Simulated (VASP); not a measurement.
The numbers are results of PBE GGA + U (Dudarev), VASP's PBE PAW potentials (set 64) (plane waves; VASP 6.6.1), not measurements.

VASP ran on this input.

File KPOINTS:
```
kpoints
0
G
 8 8 8
0 0 0
```

File POSCAR:
```
ZnS
1
    0.0000000000     2.7050000000     2.7050000000
    2.7050000000     0.0000000000     2.7050000000
    2.7050000000     2.7050000000     0.0000000000
Zn S
1 1
Direct
  0.0000000000   0.0000000000   0.0000000000
  0.2500000000   0.2500000000   0.2500000000
```

**INCAR**
```
! general
SYSTEM    = ZnS
PREC      = Accurate
ENCUT     = 400
LREAL     = F
LASPH     = T

! electronic loop
EDIFF     = 1E-6
NELM      = 100
ALGO      = Normal
LMAXMIX   = 4

! smearing
ISMEAR    = 0
SIGMA     = 0.05

! functional
GGA       = PE

! DFT+U
LDAU      = T
LDAUTYPE  = 2
LDAUL     = 2 -1
LDAUU     = 6.0 0
LDAUJ     = 0 0
LDAUPRINT = 1

! ions
ISIF      = 2

! output
LWAVE     = F
LCHARG    = F
LORBIT    = 10
```

POTCAR, in this order: Zn S (PBE.64 set). Program: vasp_std.

The run wrote:

**OUTCAR**
```
 ion  position               nearest neighbor table
   1  0.000  0.000  0.000-   2 2.34   2 2.34   2 2.34   2 2.34
   2  0.250  0.250  0.250-   1 2.34   1 2.34   1 2.34   1 2.34
  LATTYP: Found a face centered cubic cell.
 ALAT       =     5.4100000000
 Subroutine PRICEL returns:
 Original cell was already a primitive cell.
 Subroutine GETGRP returns: Found 24 space group operations
The static configuration has the point symmetry T_d .
The dynamic configuration has the point symmetry T_d .
 Subroutine INISYM returns: Found 24 space group operations
 Subroutine IBZKPT returns following result:
 Found     29 irreducible k-points:

 Following reciprocal coordinates:
            Coordinates               Weight
  0.000000  0.000000  0.000000      1.000000
  0.125000  0.000000  0.000000      8.000000
  0.250000  0.000000  0.000000      8.000000
  0.375000  0.000000  0.000000      8.000000
  0.500000  0.000000  0.000000      4.000000
  0.125000  0.125000  0.000000      6.000000
  0.250000  0.125000  0.000000     24.000000
  0.375000  0.125000  0.000000     24.000000
  0.500000  0.125000  0.000000     24.000000
 -0.375000  0.125000  0.000000     24.000000
 -0.250000  0.125000  0.000000     24.000000
 -0.125000  0.125000  0.000000     12.000000
  0.250000  0.250000  0.000000      6.000000
  0.375000  0.250000  0.000000     24.000000
  0.500000  0.250000  0.000000     24.000000
 -0.375000  0.250000  0.000000     24.000000
 -0.250000  0.250000  0.000000     12.000000
  0.375000  0.375000  0.000000      6.000000
  0.500000  0.375000  0.000000     24.000000
 -0.375000  0.375000  0.000000     12.000000
  0.500000  0.500000  0.000000      3.000000
  0.375000  0.250000  0.125000     24.000000
  0.500000  0.250000  0.125000     48.000000
 -0.375000  0.250000  0.125000     24.000000
  0.500000  0.375000  0.125000     24.000000
 -0.375000  0.375000  0.125000     48.000000
 -0.250000  0.375000  0.125000     24.000000
 -0.375000  0.500000  0.125000     12.000000
 -0.250000  0.500000  0.250000      6.000000
   k-points           NKPTS =     29   k-points in BZ     NKDIM =     29   number of bands    NBANDS=     13
   number of dos      NEDOS =    301   number of ions     NIONS =      2
   total plane-waves  NPLWV =  21952
   dimension x,y,z NGX =    28 NGY =   28 NGZ =   28
   dimension x,y,z NGXF=    56 NGYF=   56 NGZF=   56
   ions per type =               1   1
   PREC   = accura    normal or accurate (medium, high low for compatibility)
   ISTART =      0    job   : 0-new  1-cont  2-samecut
   ICHARG =      2    charge: 1-file 2-atom 10-const
   ISPIN  =      1    spin polarized calculation?
   LNONCOLLINEAR =      F non collinear calculations
   LSORBIT =      F    spin-orbit coupling
   INIWAV =      1    electr: 0-lowe 1-rand  2-diag
   ENCUT  =  400.0 eV  29.40 Ry    5.42 a.u.   6.24  6.24  6.24*2*pi/ulx,y,z
   NELM   =    100;   NELMIN=  2; NELMDL= -5     # of ELM steps
   EDIFF  = 0.1E-05   stopping-criterion for ELM
   LREAL  =      F    real-space projection
   NLSPLINE    = F    spline interpolate recip. space projectors
   LMAXMIX     =    4 max onsite mixed and CHGCAR
   VOSKOWN=      0    Vosko Wilk Nusair interpolation
   EDIFFG = 0.1E-04   stopping-criterion for IOM
   NSW    =      0    number of steps for IOM
   NBLOCK =      1;   KBLOCK =      1    inner block; outer block
   IBRION =     -1    ionic relax: 0-MD 1-quasi-New 2-CG
   NFREE  =      0    steps in history (QN), initial steepest desc. (CG)
   ISIF   =      2    stress and relaxation
   ISYM   =      2    0-nonsym 1-usesym 2-fastsym
   TEIN   =    0.0    initial temperature
   TEBEG  =    0.0;   TEEND  =   0.0 temperature during run
   SMASS  =  -3.00    Nose mass-parameter (am)
...
```

OSZICAR:
```
       N       E                     dE             d eps       ncg     rms          rms(c)
DAV:   1     0.833047468273E+02    0.83305E+02   -0.80866E+03   754   0.141E+03
DAV:   2    -0.903619075644E+00   -0.84208E+02   -0.80888E+02   809   0.268E+02
DAV:   3    -0.673922609727E+01   -0.58356E+01   -0.58188E+01   944   0.765E+01
DAV:   4    -0.680199019056E+01   -0.62764E-01   -0.62754E-01   814   0.831E+00
DAV:   5    -0.680279855166E+01   -0.80836E-03   -0.80835E-03   939   0.830E-01    0.789E+00
DAV:   6    -0.648317443573E+01    0.31962E+00   -0.66868E-01  1107   0.193E+01    0.576E+00
DAV:   7    -0.646725804660E+01    0.15916E-01   -0.20449E-01   829   0.406E+00    0.250E+00
DAV:   8    -0.646931488045E+01   -0.20568E-02   -0.88476E-03   809   0.929E-01    0.512E-01
DAV:   9    -0.646973479581E+01   -0.41992E-03   -0.88164E-04   867   0.363E-01    0.975E-02
DAV:  10    -0.646983871769E+01   -0.10392E-03   -0.12919E-04   819   0.120E-01    0.294E-02
DAV:  11    -0.646988286449E+01   -0.44147E-04   -0.52053E-05   804   0.703E-02    0.125E-02
DAV:  12    -0.646988340435E+01   -0.53986E-06   -0.34954E-06   902   0.381E-02
   1 F= -.64698834E+01 E0= -.64698834E+01  d E =-.434639E-12
```

### OUTCAR
```
------------------------ aborting loop because EDIFF is reached ----------------------------------------
  FORCE on cell =-STRESS in cart. coord.  units (eV):
  Direction    XX          YY          ZZ          XY          YZ          ZX
  --------------------------------------------------------------------------------------
  Total       -0.2797039     -0.2797039     -0.2797039      0.0000000      0.0000000      0.0000000
  in kB      -11.3208045    -11.3208045    -11.3208045      0.0000000      0.0000000      0.0000000
  external PRESSURE =     -11.3208045 kB  Pullay stress =       0.0000000 kB
  volume of cell :       39.59
      direct lattice vectors                 reciprocal lattice vectors
     0.000000000  2.705000000  2.705000000    -0.184842884  0.184842884  0.184842884
     2.705000000  0.000000000  2.705000000     0.184842884 -0.184842884  0.184842884
     2.705000000  2.705000000  0.000000000     0.184842884  0.184842884 -0.184842884
  FREE ENERGIE OF THE ION-ELECTRON SYSTEM (eV)
  ---------------------------------------------------
  free  energy   TOTEN  =        -6.4698834043 eV

  energy  without entropy=       -6.4698834043  energy(sigma->0) =       -6.46988340

 total charge

# of ion       s       p       d       tot
------------------------------------------
    1        0.506   0.458   9.907  10.871
    2        1.313   2.443   0.000   3.756
--------------------------------------------------
tot          1.820   2.900   9.907  14.627
```
(Selected blocks of OUTCAR.)

### OUTCAR
```
 val. band max:        1.7515123301   @ k =   0.0000   0.0000   0.0000

 cond. band min:       4.2335166611   @ k =   0.0000   0.0000   0.0000


 Fermi energy:         1.9737532510

 k-point     1 :       0.0000    0.0000    0.0000
  band No.  band energies     occupation
      1     -11.0247      2.00000
      2      -6.6085      2.00000
      3      -6.6085      2.00000
      4      -6.6085      2.00000
      5      -6.2017      2.00000
      6      -6.2017      2.00000
      7       1.7515      2.00000
      8       1.7515      2.00000
      9       1.7515      2.00000
     10       4.2335      0.00000
     11       8.5390      0.00000
     12       8.5390      0.00000
     13       8.5390      0.00000

 k-point     2 :       0.1250    0.0000    0.0000
  band No.  band energies     occupation
      1     -10.9205      2.00000
      2      -6.5924      2.00000
      3      -6.5924      2.00000
      4      -6.5740      2.00000
      5      -6.2029      2.00000
      6      -6.2029      2.00000
      7       0.6828      2.00000
      8       1.6255      2.00000
      9       1.6255      2.00000
     10       5.0355      0.00000
     11       8.4034      0.00000
     12       8.7799      0.00000
     13       8.7799      0.00000

 k-point     3 :       0.2500    0.0000    0.0000
  band No.  band energies     occupation
      1     -10.6567      2.00000
      2      -6.5568      2.00000
      3      -6.5568      2.00000
      4      -6.4401      2.00000
      5      -6.2022      2.00000
      6      -6.2022      2.00000
      7      -1.0259      2.00000
      8       1.3502      2.00000
      9       1.3502      2.00000
     10       5.5954      0.00000
     11       8.9815      0.00000
     12       9.0948      0.00000
     13       9.0948      0.00000

 k-point     4 :       0.3750    0.0000    0.0000
  band No.  band energies     occupation
      1     -10.3749      2.00000
      2      -6.5267      2.00000
      3      -6.5267      2.00000
...
```

The compound is ZnS in the zinc blende structure. The cell was not relaxed at this level. The run is one of a series of settings (LDAU = .TRUE., LDAUJ = 0 0, LDAUL = 2 -1, LDAUTYPE = 2, LDAUU = 6.0 0 against the base run), some of them coarse on purpose.
